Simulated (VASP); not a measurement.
Input of a VASP 6.6.1 run:

File INCAR:

```
SYSTEM = C
PREC = Accurate ; ENCUT = 520
EDIFF = 1E-8 ; ISMEAR = 0
SIGMA = 0.02 ; LREAL = .False.
LASPH = .True. ; NELM = 100
ALGO = Normal ; ISIF = 2
LWAVE = .False. ; LCHARG = .False.
GGA = PE ; IVDW = 12
IBRION = 6 ; NFREE = 2
POTIM = 0.015 ; NSW = 1
KPAR = 4
```

The input KPOINTS:

```
Automatic mesh
0
Gamma
  15 15 4
  0 0 0
```

Contents of POSCAR:

```
C                                       
1.0
    2.4663721538     -0.0000000000     -0.0000000000
   -1.2331860770      2.1359409407      0.0000000000
    0.0000000000      0.0000000000      6.7218722559
  C             
     4
Direct
     0.0000000000000000    0.0000000000000000    0.2500000000000000
     0.0000000000000000    0.0000000000000000    0.7500000000000000
     0.3333333300000021    0.6666666699999979    0.2500000000000000
     0.6666666699999979    0.3333333300000021    0.7500000000000000
```

Potentials or basis: VASP PAW PBE potentials, release 64 (C).

Launch:

```console
$ cat potpaw_PBE.64/C/POTCAR > POTCAR
$ mpirun -np 4 vasp_std > vasp.out
```

(1) What does it give for the highest phonon frequency at Γ?

(2) What does it give for the most unstable mode?

Results:

(1) 1536 cm⁻¹.

(2) 35i cm⁻¹.

Caveat: some modes are imaginary.
